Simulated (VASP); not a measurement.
Wanted: the native input for a VASP 6.6.1 run.

```yaml
Task: single point
Functional: PBE
Dispersion: D3(BJ)
Potentials_or_basis: VASP PAW PBE potentials, release 64 (Co, Si)
Cutoff: 520 eV
k_mesh: 6 × 6 × 6
Occupations: gaussian, width 0.1 eV
Spin: no spin polarisation
Dipole_correction: no
Further_INCAR_settings: ALGO = Normal; EDIFF = 1e-06; NBANDS = 16
```

The structure of CoSi2 lies in POSCAR:

```
CoSi2
1.0
    0.0000000000      2.6564197500      2.6564197500
    2.6564197500      0.0000000000      2.6564197500
    2.6564197500      2.6564197500      0.0000000000
Co Si
1 2
Direct
    0.0000000000      0.0000000000      0.0000000000
    0.7500000000      0.7500000000      0.7500000000
    0.2500000000      0.2500000000      0.2500000000
```

The cell comes from a database or a generator and needn't be the stable form of this composition.

These files were run (other wordings do the same):

INCAR

```
SYSTEM = CoSi2
ALGO     = Normal         ! electronic algorithm
EDIFF    = 1E-6           ! SCF threshold, eV
ENCUT    = 520            ! plane-wave cutoff, eV
GGA      = PE             ! functional
ISIF     = 2              ! what is computed and relaxed
ISMEAR   = 0              ! smearing method
IVDW     = 12             ! dispersion correction
LASPH    = .True.         ! aspherical terms in the spheres
LCHARG   = .False.        ! write CHGCAR
LREAL    = .False.        ! projectors in reciprocal space
LWAVE    = .False.        ! write WAVECAR
NBANDS   = 16             ! bands
NELM     = 60             ! most SCF steps
PREC     = Accurate       ! precision mode
SIGMA    = 0.1            ! smearing width, eV
```

KPOINTS

```
k-points
0
Gamma
  6 6 6
  0 0 0
```

Potentials or basis: VASP PAW PBE potentials, release 64 (Co, Si).

Command:

```console
$ cat potpaw_PBE.64/Co/POTCAR potpaw_PBE.64/Si/POTCAR > POTCAR
$ mpirun -np 1 vasp_std > vasp.out
```

It gave:

```yaml
Pressure: -1.1 GPa
Band_gap_on_the_k_mesh: none (metal or under the smearing width)
Dispersion_energy_per_atom: -0.453 eV
```

Caveat: pairwise dispersion overbinds metals, which lowers pressure and volume.

Wall time 6.5 s on 1 thread of Intel(R) Xeon(R) 6975P-C (Granite Rapids), on a shared host, peak memory 0.16 GiB.
